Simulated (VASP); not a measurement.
Given:

```
Ta
1.0
   -1.65973     1.65973     1.65973
    1.65973    -1.65973     1.65973
    1.65973     1.65973    -1.65973
Ta
1
Direct
  0.00000   0.00000   0.00000
```

Computed with PBE GGA, VASP's PBE PAW potentials (set 64) (plane waves; VASP). Run with 400 eV cut-off, Gaussian smearing of 0.050 eV, potentials Ta_pv.

Give the energies of bands 4 to 8 at the high-symmetry points, in eV from the Fermi level.

| band | Γ | H | N | P |
|---|---|---|---|---|
| 4 | -7.84 | -3.70 | -4.30 | -1.21 |
| 5 | 0.75 | -3.70 | -1.49 | -1.21 |
| 6 | 0.75 | 6.72 | 1.53 | -1.21 |
| 7 | 0.75 | 6.72 | 3.84 | 5.01 |
| 8 | 3.97 | 6.72 | 4.85 | 5.01 |

It has no gap at this level: it comes out as a metal or semimetal.

The compound is Ta in the bcc structure. It was relaxed first.
